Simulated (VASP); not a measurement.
VASP runs on SiRh (space group P6_3/mmc) share one base input (PBE GGA, plane waves, VASP's PBE PAW potentials (set 64)) and change the settings named in each case.

File KPOINTS:
```
K-points
0
G
 5 5 4
```

**POSCAR**
```
SiRh
1
    3.7221720000     0.0000000000     0.0000000000
   -1.8610860000     3.2234960000     0.0000000000
    0.0000000000     0.0000000000     5.1877970000
Rh Si
2 2
Direct
  0.0000000000   0.0000000000   0.0000000000
  0.0000000000   0.0000000000   0.5000000000
  0.3333330000   0.6666670000   0.2500000000
  0.6666670000   0.3333330000   0.7500000000
```

**INCAR**
```
# general
SYSTEM =SiRh
PREC   =Accurate
ENCUT  =300
LREAL  =F
LASPH  =T

# electronic loop
EDIFF  =1E-6
NELM   =100
ALGO   =Normal
LMAXMIX=4

# smearing
ISMEAR =-1
SIGMA  =0.136

# functional
GGA    =PE

# ions
ISIF   =2

# output
LWAVE  =F
LCHARG =F
```

POTCAR, in this order: Rh_pv Si (PBE.64 set). Program: vasp_std.

| change | E(σ→0) (eV/atom) | pressure (GPa) | −TS (eV) |
|---|---|---|---|
| base run | -6.8825 | -3.94 | -0.1200 |
| GGA = PS | -7.5168 | … | … |
| GGA_COMPAT = .FALSE., LNONCOLLINEAR = .TRUE., LSORBIT = .TRUE., MAGMOM = 0.0 0.0 0.0 0.0 0.0 0.0 0.0 0.0 0.0 0.0 0.0 0.0, program vasp_ncl | -6.9576 | -3.84 | -0.1212 |
| KPOINTS 6×6×4 Γ-centred mesh | -6.8953 | … | … |

Q: Complete the blanks.

A: 
- GGA = PS, pressure (GPa): -9.38
- GGA = PS, −TS (eV): -0.1199
- KPOINTS 6×6×4 Γ-centred mesh, pressure (GPa): -4.19
- KPOINTS 6×6×4 Γ-centred mesh, −TS (eV): -0.0923

Energies of different potentials or functionals have different zeros.  At 300 eV the pressure can carry a Pulay error.

Left out are runs that ran out of time, are held back, or changed the cell or the kind of run, fixed moments of cells without a moment, rows past the twelfth, gaps on odd meshes, pressures of charged cells and columns that move by less than the noise.

The structure was generated: SiRh was put into an ordered model structure, which need not be its known phase. The cell was not relaxed at this level.
